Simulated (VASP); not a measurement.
# Lattice of Ruthenium, functional by functional, part 2 of 2

Which functional gives which lattice for Ruthenium? The starting structure is a measured crystal structure from the Crystallography Open Database. The first relaxation on each setting starts from this cell expanded by 3 % in volume.

VASP 6.6.1.

Results so far: PBEsol 13.31 Å³ an atom; LDA 13.12 Å³ an atom; PBE 13.75 Å³ an atom.

**5. Relaxation with PBEsol + D3(BJ)**

Level of this step: PBEsol with D3(BJ); plane waves and PAW (Ru_pv) (VASP).

D3 with Becke-Johnson damping keeps a finite attraction at short range. This run starts from the cell of an earlier relaxation, which isn't shown; the restart sets up the plane waves anew.

Contents of INCAR:

```
SYSTEM = Ru
PREC = Accurate
ENCUT = 450
EDIFF = 1E-06
NELM = 100
ISMEAR = 1
SIGMA = 0.15
LREAL = .FALSE.
ALGO = Normal
GGA = PS
IVDW = 12
NBANDS = 20
LASPH = .TRUE.
LORBIT = 11
LWAVE = .FALSE.
LCHARG = .FALSE.
KPAR = 4
IBRION = 2
NSW = 50
ISIF = 3
EDIFFG = -0.006
```

Contents of POSCAR:

```
Ru
1.0
    2.6696698240      0.0000000000      0.0000000000
   -1.3348349120      2.3120018873      0.0000000000
    0.0000000000      0.0000000000      4.2253319465
Ru
2
Direct
    0.6666666667      0.3333333333      0.7500000000
    0.3333333333      0.6666666667      0.2500000000
```

Contents of KPOINTS:

```
Automatic mesh
0
Gamma
18 18 10
0 0 0
```

PAW data sets: Ru_pv (PBE family, release 64).

Run with:

```bash
mpirun -np 4 vasp_std
```

The log of the run:

```text
[banner, memory and clock lines left out]
running    4 mpi-ranks, on    1 nodes
[...]
[... a notice as in an earlier step ...]

 LDA part: xc-table for (Slater+PW92), standard interpolation
 POSCAR, INCAR and KPOINTS ok, starting setup
[...]
entering main loop
       N       E                     dE             d eps       ncg     rms          rms(c)
DAV:   1     0.264933330781E+03    0.26493E+03   -0.16381E+04  8920   0.141E+03
DAV:   2    -0.162915292102E+02   -0.28122E+03   -0.27323E+03  9140   0.438E+02
DAV:   3    -0.218401837514E+02   -0.55487E+01   -0.55095E+01 10140   0.687E+01
DAV:   4    -0.218837984344E+02   -0.43615E-01   -0.43567E-01 11412   0.576E+00
[...]
DAV:   9    -0.203272605951E+02    0.14988E-02   -0.24137E-03 10120   0.554E-01    0.424E-02
DAV:  10    -0.203272492084E+02    0.11387E-04   -0.17192E-04  9988   0.134E-01    0.268E-02
DAV:  11    -0.203272499689E+02   -0.76049E-06   -0.57412E-06 10196   0.232E-02
   1 F= -.21564900E+02 E0= -.21564593E+02  d E =-.215649E+02
[...]
reached required accuracy - stopping structural energy minimisation
```

It took 24 s on 4 MPI ranks of AMD EPYC 7R43, shared host; peak memory 0.64 GiB; 93 s of CPU time.

From OUTCAR (step 5):

```text
 Edisp (eV)   -1.23765

  Total      -0.00655    -0.00655    -0.00474    -0.00000     0.00000     0.00000
  in kB      -0.40230    -0.40230    -0.29137    -0.00000     0.00000     0.00000
  external pressure =       -0.37 kB  Pullay stress =        0.00 kB

 POSITION                                       TOTAL-FORCE (eV/Angst)
 -----------------------------------------------------------------------------------
      1.33483      0.77067      3.16900        -0.000000     -0.000000      0.000000
     -0.00000      1.54133      1.05633         0.000000      0.000000      0.000000
 -----------------------------------------------------------------------------------
    total drift:                                0.000000     -0.000000      0.000000

  FREE ENERGIE OF THE ION-ELECTRON SYSTEM (eV)
  ---------------------------------------------------
  free  energy   TOTEN  =       -21.5649004878 eV

  energy  without entropy=      -21.5639767580  energy(sigma->0) =      -21.56459258

[... 2 parts as in an earlier step ...]

[... 2 further parts left out ...]
[key lines of the parts left out:]
E-fermi :  13.4419
```

With PBEsol + D3(BJ) the relaxed cell holds 13.040 Å³ an atom, -3.94 % against the measured cell, with a = 2.670 Å and c = 4.225 Å. That is -2.03 % from PBEsol.

**6. Relaxation with r2SCAN**

r2SCAN adds the kinetic-energy density, costs more than a GGA and is run with LASPH. This run starts from the cell of an earlier relaxation, which isn't shown; the restart sets up the plane waves anew.

Edit INCAR of step 5 so:

```diff
@@ -9,6 +9,5 @@
 ALGO = Normal
-GGA = PS
-IVDW = 12
+METAGGA = R2SCAN
+LASPH = .TRUE.
 NBANDS = 20
-LASPH = .TRUE.
 LORBIT = 11
```

Contents of POSCAR:

```
Ru
1.0
    2.7058345336      0.0000000000      0.0000000000
   -1.3529172668      2.3433214446      0.0000000000
    0.0000000000      0.0000000000      4.2724873910
Ru
2
Direct
    0.6666666667      0.3333333333      0.7500000000
    0.3333333333      0.6666666667      0.2500000000
```

KPOINTS is that of step 5.

Run with:

```bash
mpirun -np 4 vasp_std
```

The log of the run:

```text
[banner, memory and clock lines left out]
running    4 mpi-ranks, on    1 nodes
[...]
[... a notice as in an earlier step ...]

 LDA part: xc-table for (None), standard interpolation
 POSCAR, INCAR and KPOINTS ok, starting setup
[...]
entering main loop
       N       E                     dE             d eps       ncg     rms          rms(c)
DAV:   1     0.235541377656E+03    0.23554E+03   -0.16823E+04  8912   0.144E+03
DAV:   2    -0.557333758690E+02   -0.29127E+03   -0.28305E+03  9152   0.450E+02
DAV:   3    -0.614314798230E+02   -0.56981E+01   -0.56601E+01 10260   0.710E+01
DAV:   4    -0.614820014110E+02   -0.50522E-01   -0.50413E-01 11820   0.615E+00
[...]
DAV:  10    -0.508544356493E+02   -0.37930E-04   -0.10032E-04  9568   0.944E-02    0.212E-02
DAV:  11    -0.508544390652E+02   -0.34159E-05   -0.10346E-05 10084   0.322E-02    0.232E-03
DAV:  12    -0.508544398554E+02   -0.79017E-06   -0.87580E-08  5152   0.276E-03
   1 F= -.50854440E+02 E0= -.50854097E+02  d E =-.508544E+02
[...]
reached required accuracy - stopping structural energy minimisation
```

Run time: 84 s. Hardware: 4 MPI ranks; peak memory 0.64 GiB; 5.5 min of CPU time.

Parts of OUTCAR (step 6):

```text
  Total       -0.0035600     -0.0035600      0.0020339      0.0000000      0.0000000      0.0000000
  in kB       -0.2105459     -0.2105459      0.1202911      0.0000000      0.0000000      0.0000000
  external PRESSURE =      -0.1002669 kB  Pullay stress =       0.0000000 kB

 POSITION                                       TOTAL-FORCE (eV/Angst)
 -----------------------------------------------------------------------------------
      1.35292      0.78111      3.20437        -0.000000      0.000000      0.000000
     -0.00000      1.56221      1.06812         0.000000     -0.000000      0.000000
 -----------------------------------------------------------------------------------
    total drift:                               -0.000000      0.000000     -0.000000

  FREE ENERGIE OF THE ION-ELECTRON SYSTEM (eV)
  ---------------------------------------------------
  free  energy   TOTEN  =       -50.8544398554 eV

  energy  without entropy=      -50.8534122064  energy(sigma->0) =      -50.85409731

[... 2 parts as in an earlier step ...]

[... 2 further parts left out ...]
[key lines of the parts left out:]
E-fermi :  12.7615
```

With r2SCAN the relaxed cell holds 13.545 Å³ an atom, -0.22 % against the measured cell, with a = 2.706 Å and c = 4.272 Å. That is +1.76 % from PBEsol.

**7. Relaxation with r2SCAN + rVV10**

rVV10 adds a nonlocal correlation energy for dispersion. This run starts from the cell of an earlier relaxation, which isn't shown; the restart sets up the plane waves anew.

Edit INCAR of step 6 so:

```diff
@@ -10,2 +10,6 @@
 METAGGA = R2SCAN
+LUSE_VDW = .TRUE.
+IVDW_NL = 2
+BPARAM = 11.95
+CPARAM = 0.0093
 LASPH = .TRUE.
```

Contents of POSCAR:

```
Ru
1.0
    2.6996075334      0.0000000000      0.0000000000
   -1.3498037667      2.3379287043      0.0000000000
    0.0000000000      0.0000000000      4.2654754536
Ru
2
Direct
    0.6666666667      0.3333333333      0.7500000000
    0.3333333333      0.6666666667      0.2500000000
```

KPOINTS is that of step 6.

Run with:

```bash
mpirun -np 4 vasp_std
```

The log of the run:

```text
[banner, memory and clock lines left out]
running    4 mpi-ranks, on    1 nodes
[...]
|                                                                             |
|               ----> ADVICE to this user running VASP <----                  |
|                                                                             |
|     You have switched on vdW-DFT.                                           |
|     This routine was written and supplied by Jiri Klimes. We recommend      |
|     that you carefully read and cite the following publications:            |
|       J. Klimes, D.R. Bowler, A. Michelides                                 |
|          J. Phys.: Cond Matt. 22 022201 (2010)                              |
|       J. Klimes, D.R. Bowler, A. Michelides                                 |
|          Phys. Rev. B. 83, 195131 (2011)                                    |
|     and references therein.                                                 |
|                                                                             |

[...]
DAV:  10    -0.503789599703E+02   -0.32750E-04   -0.12057E-04  9528   0.103E-01    0.293E-02
Total rVV10 correction in eV:      0.4737766    29.2853641
Total rVV10 correction in eV:      0.4737766    29.2853641
Total rVV10 correction in eV:      0.4737766    29.2853641
Total rVV10 correction in eV:      0.4737766    29.2853641
DAV:  11    -0.503789613275E+02   -0.13572E-05   -0.27336E-05  9920   0.526E-02    0.139E-03
Total rVV10 correction in eV:      0.4737779    29.2853641
Total rVV10 correction in eV:      0.4737779    29.2853641
Total rVV10 correction in eV:      0.4737779    29.2853641
Total rVV10 correction in eV:      0.4737779    29.2853641
DAV:  12    -0.503789619804E+02   -0.65284E-06   -0.13793E-07  5232   0.370E-03
Total rVV10 correction in eV:      0.4737793    29.2853641
Total rVV10 correction in eV:      0.4737793    29.2853641
Total rVV10 correction in eV:      0.4737793    29.2853641
Total rVV10 correction in eV:      0.4737793    29.2853641
Total rVV10 correction in eV:      0.4737793    29.2853641
Total rVV10 correction in eV:      0.4737793    29.2853641
Total rVV10 correction in eV:      0.4737793    29.2853641
Total rVV10 correction in eV:      0.4737793    29.2853641
   1 F= -.50378962E+02 E0= -.50378621E+02  d E =-.503790E+02
[...]
reached required accuracy - stopping structural energy minimisation
```

It took 2.7 min on 4 MPI ranks; peak memory 0.88 GiB.

OUTCAR, selected parts (step 7):

```text
  Total       -0.0028983     -0.0028983     -0.0099529      0.0000000      0.0000000     -0.0000000
  in kB       -0.1724836     -0.1724836     -0.5923261      0.0000000      0.0000000     -0.0000000
  external PRESSURE =      -0.3124311 kB  Pullay stress =       0.0000000 kB

 POSITION                                       TOTAL-FORCE (eV/Angst)
 -----------------------------------------------------------------------------------
      1.34980      0.77931      3.19911         0.000000     -0.000000      0.000000
     -0.00000      1.55862      1.06637        -0.000000      0.000000      0.000000
 -----------------------------------------------------------------------------------
    total drift:                               -0.000000      0.000000     -0.000000

  FREE ENERGIE OF THE ION-ELECTRON SYSTEM (eV)
  ---------------------------------------------------
  free  energy   TOTEN  =       -50.3789619804 eV

  energy  without entropy=      -50.3779385850  energy(sigma->0) =      -50.37862085

[... 2 parts as in an earlier step ...]

[... 2 further parts left out ...]
[key lines of the parts left out:]
E-fermi :  12.8696
```

With r2SCAN + rVV10 the relaxed cell holds 13.461 Å³ an atom, -0.84 % against the measured cell, with a = 2.700 Å and c = 4.265 Å. That is +1.13 % from PBEsol.

**8. Relaxation with optB86b-vdW**

optB86b-vdW pairs nonlocal correlation with a less repulsive exchange of B86b form. This run starts from the cell of an earlier relaxation, which isn't shown; the restart sets up the plane waves anew.

Edit INCAR of step 7 so:

```diff
@@ -9,7 +9,7 @@
 ALGO = Normal
-METAGGA = R2SCAN
+GGA = MK
+AGGAC = 0
 LUSE_VDW = .TRUE.
-IVDW_NL = 2
-BPARAM = 11.95
-CPARAM = 0.0093
+PARAM1 = 0.1234
+PARAM2 = 1
 LASPH = .TRUE.
```

Contents of POSCAR:

```
Ru
1.0
    2.7052576013      0.0000000000      0.0000000000
   -1.3526288006      2.3428218065      0.0000000000
    0.0000000000      0.0000000000      4.2760595886
Ru
2
Direct
    0.6666666667      0.3333333333      0.7500000000
    0.3333333333      0.6666666667      0.2500000000
```

KPOINTS is that of step 7.

Run with:

```bash
mpirun -np 4 vasp_std
```

The log of the run:

```text
[banner, memory and clock lines left out]
running    4 mpi-ranks, on    1 nodes
[...]
[... a notice as in an earlier step ...]

 [... a notice as in an earlier step ...]

 LDA part: xc-table for (Slater+PW92), standard interpolation
 POSCAR, INCAR and KPOINTS ok, starting setup
[...]
entering main loop
       N       E                     dE             d eps       ncg     rms          rms(c)
DAV:   1     0.271519977637E+03    0.27152E+03   -0.16414E+04  8912   0.140E+03
DAV:   2    -0.864507441816E+01   -0.28017E+03   -0.27220E+03  9140   0.436E+02
DAV:   3    -0.140793469069E+02   -0.54343E+01   -0.53903E+01 10124   0.677E+01
DAV:   4    -0.141231486584E+02   -0.43802E-01   -0.43763E-01 11516   0.570E+00
[...]
DAV:   9    -0.127589381533E+02    0.56117E-03   -0.12365E-03 10236   0.388E-01    0.292E-02
DAV:  10    -0.127589412867E+02   -0.31334E-05   -0.91536E-05  9928   0.981E-02    0.244E-02
DAV:  11    -0.127589416688E+02   -0.38206E-06   -0.54812E-06 10152   0.217E-02
[...]
DAV:   1    -0.127594957387E+02   -0.55445E-03   -0.12237E-02  9264   0.123E+00    0.204E-01
DAV:   2    -0.127589296286E+02    0.56611E-03   -0.16375E-03  9628   0.392E-01    0.328E-02
DAV:   3    -0.127589176346E+02    0.11994E-04   -0.88606E-05  9940   0.824E-02    0.196E-02
DAV:   4    -0.127589251756E+02   -0.75410E-05   -0.55418E-06 10204   0.205E-02    0.265E-03
DAV:   5    -0.127589250651E+02    0.11059E-06   -0.53139E-07  5644   0.720E-03
   2 F= -.12758925E+02 E0= -.12758598E+02  d E =0.166037E-04
 trial-energy change:    0.000017  1 .order    0.000020   -0.000018    0.000057
 step:   0.2348(harm=  0.2348)  dis= 0.00000  next Energy=   -12.758944 (dE=-0.207E-05)
[...]
N       E                     dE             d eps       ncg     rms          rms(c)
DAV:   1    -0.127592787954E+02   -0.35362E-03   -0.71280E-03  9428   0.942E-01    0.155E-01
DAV:   2    -0.127589519231E+02    0.32687E-03   -0.95918E-04  9304   0.299E-01    0.249E-02
DAV:   3    -0.127589434075E+02    0.85156E-05   -0.51449E-05  9812   0.628E-02    0.149E-02
DAV:   4    -0.127589440357E+02   -0.62821E-06   -0.32970E-06  9728   0.158E-02
   3 F= -.12758944E+02 E0= -.12758617E+02  d E =-.236697E-05
[...]
reached required accuracy - stopping structural energy minimisation
```

The job ended after 95 s (4 MPI ranks; peak memory 1.1 GiB; 6.2 min of CPU time).

OUTCAR, selected parts (step 8):

```text
  Total        0.0090065      0.0090065      0.0082374      0.0000000      0.0000000      0.0000000
  in kB        0.5325872      0.5325872      0.4871037      0.0000000      0.0000000      0.0000000
  external PRESSURE =       0.5174261 kB  Pullay stress =       0.0000000 kB

 POSITION                                       TOTAL-FORCE (eV/Angst)
 -----------------------------------------------------------------------------------
      1.35252      0.78088      3.20673         0.000000      0.000000      0.000000
     -0.00000      1.56175      1.06891        -0.000000     -0.000000      0.000000
 -----------------------------------------------------------------------------------
    total drift:                               -0.000000      0.000000     -0.000000

  FREE ENERGIE OF THE ION-ELECTRON SYSTEM (eV)
  ---------------------------------------------------
  free  energy   TOTEN  =       -12.7589440357 eV

  energy  without entropy=      -12.7579623865  energy(sigma->0) =      -12.75861682

[... 2 parts as in an earlier step ...]

[... 2 further parts left out ...]
[key lines of the parts left out:]
E-fermi :  12.7788
```

With optB86b-vdW the relaxed cell holds 13.547 Å³ an atom, -0.20 % against the measured cell, with a = 2.705 Å and c = 4.276 Å. That is +1.78 % from PBEsol.

**9. Relaxation with RPBE**

RPBE by itself binds more weakly than PBE and expands cells.

Edit INCAR of step 8 so:

```diff
@@ -9,9 +9,5 @@
 ALGO = Normal
-GGA = MK
-AGGAC = 0
-LUSE_VDW = .TRUE.
-PARAM1 = 0.1234
-PARAM2 = 1
+GGA = RP
+NBANDS = 20
 LASPH = .TRUE.
-NBANDS = 20
 LORBIT = 11
```

Contents of POSCAR:

```
Ru
1.0
    2.7325918414      0.0000000000      0.0000000000
   -1.3662959207      2.3664939529      0.0000000000
    0.0000000000      0.0000000000      4.3242978068
Ru
2
Direct
    0.6666666667      0.3333333333      0.7500000000
    0.3333333333      0.6666666667      0.2500000000
```

KPOINTS is that of step 8.

Run with:

```bash
mpirun -np 4 vasp_std
```

The log of the run:

```text
[... set-up lines as in an earlier step ...]
 entering main loop
       N       E                     dE             d eps       ncg     rms          rms(c)
DAV:   1     0.264436224039E+03    0.26444E+03   -0.16539E+04  8936   0.140E+03
DAV:   2    -0.131702568155E+02   -0.27761E+03   -0.26998E+03  9144   0.431E+02
DAV:   3    -0.183850107691E+02   -0.52148E+01   -0.51800E+01 10168   0.663E+01
DAV:   4    -0.184269741731E+02   -0.41963E-01   -0.41927E-01 11648   0.564E+00
[...]
DAV:  10    -0.171742375354E+02   -0.61029E-05   -0.72630E-05  9876   0.907E-02    0.187E-02
DAV:  11    -0.171742347214E+02    0.28139E-05   -0.19892E-05 10188   0.436E-02    0.133E-03
DAV:  12    -0.171742346816E+02    0.39896E-07   -0.14338E-07  6284   0.387E-03
   1 F= -.17174235E+02 E0= -.17173898E+02  d E =-.171742E+02
[... from here on, the cycles between the ionic steps are left out ...]
   2 F= -.17173471E+02 E0= -.17173132E+02  d E =0.763996E-03
   3 F= -.17174411E+02 E0= -.17174073E+02  d E =-.176459E-03
   4 F= -.17174412E+02 E0= -.17174074E+02  d E =-.177218E-03
   5 F= -.17174411E+02 E0= -.17174073E+02  d E =-.176739E-03
   6 F= -.17174421E+02 E0= -.17174081E+02  d E =-.950052E-05
   7 F= -.17174430E+02 E0= -.17174091E+02  d E =-.186581E-04
[...]
reached required accuracy - stopping structural energy minimisation
```

Elapsed: 2.1 min, on 4 MPI ranks; peak memory 0.66 GiB; 8.2 min of CPU time.

From OUTCAR (step 9):

```text
  Total       -0.0069227     -0.0069227     -0.0058420      0.0000000      0.0000000     -0.0000000
  in kB       -0.3974314     -0.3974314     -0.3353882      0.0000000      0.0000000     -0.0000000
  external PRESSURE =      -0.3767503 kB  Pullay stress =       0.0000000 kB

 POSITION                                       TOTAL-FORCE (eV/Angst)
 -----------------------------------------------------------------------------------
      1.36619      0.78877      3.23722        -0.000000      0.000000      0.000000
     -0.00000      1.57754      1.07907         0.000000     -0.000000      0.000000
 -----------------------------------------------------------------------------------
    total drift:                               -0.000000      0.000000     -0.000000

  FREE ENERGIE OF THE ION-ELECTRON SYSTEM (eV)
  ---------------------------------------------------
  free  energy   TOTEN  =       -17.1744300786 eV

  energy  without entropy=      -17.1734116503  energy(sigma->0) =      -17.17409060

[... 2 parts as in an earlier step ...]

[... 2 further parts left out ...]
[key lines of the parts left out:]
E-fermi :  12.4148
```

With RPBE the relaxed cell holds 13.954 Å³ an atom, +2.79 % against the measured cell, with a = 2.732 Å and c = 4.316 Å. That is +4.83 % from PBEsol.

**10. Comparison**

| level | volume (Å³/atom) | against the measured cell (%) | a (Å) | c (Å) | pressure left (GPa) | core minutes |
| --- | --- | --- | --- | --- | --- | --- |
| PBEsol | 13.311 | -1.95 | 2.6887 | 4.2521 | 0.06 | 10.3 |
| LDA | 13.115 | -3.39 | 2.6758 | 4.2303 | -0.02 | 11.3 |
| PBE | 13.754 | 1.32 | 2.719 | 4.2964 | -0.02 | 8.93 |
| PBEsol + D3(BJ) | 13.04 | -3.94 | 2.6697 | 4.2253 | -0.04 | 11.9 |
| r2SCAN | 13.545 | -0.22 | 2.7058 | 4.2725 | -0.01 | 52.3 |
| r2SCAN + rVV10 | 13.461 | -0.84 | 2.6996 | 4.2655 | -0.03 | 50.5 |
| optB86b-vdW | 13.547 | -0.2 | 2.705 | 4.2756 | 0.05 | 17.1 |
| RPBE | 13.954 | 2.79 | 2.7324 | 4.3163 | -0.04 | 8.33 |

Core minutes are wall time times ranks, summed over the relaxations behind a row (those for a bulk modulus apart), on shared hosts.

**11. Results**

* volume, PBEsol: 13.31 Å³/atom
* volume, LDA: 13.12 Å³/atom
* volume, PBE: 13.75 Å³/atom
* volume, PBEsol + D3(BJ): 13.04 Å³/atom
* volume, r2SCAN: 13.55 Å³/atom
* volume, r2SCAN + rVV10: 13.46 Å³/atom
* volume, optB86b-vdW: 13.55 Å³/atom
* volume, RPBE: 13.95 Å³/atom

Across 8 levels the volume of Ruthenium spans 7.0 %, from 13.04 Å³ an atom (PBEsol + D3(BJ)) to 13.95 Å³ (RPBE). Against the measured volume of the starting structure, optB86b-vdW comes nearest (-0.2 %) and PBEsol + D3(BJ) lies farthest (-3.9 %). The measured cell holds zero-point expansion and, unless it was taken cold, thermal expansion, which the runs lack, so small differences decide nothing. Adding D3(BJ) to PBEsol changes the volume by -2.0 %. Adding rVV10 to r2SCAN changes the volume by -0.6 %. All runs keep the symmetry of the start, so they can't find a distortion of lower symmetry. Further runs on this material are not shown.

[Lines on the potential files, build, host, timing and source positions are cut from VASP's logs without a mark.]

[Logs are printed without paths, hosts, clocks, repeated set-up lines and the standing remarks that a program may print on its own settings, such as how far it seeks lower states.]

[Hosts, paths, dates, database ids (printed as entryN), source tags and the programs' standing remarks are cut or masked in the printed files.]
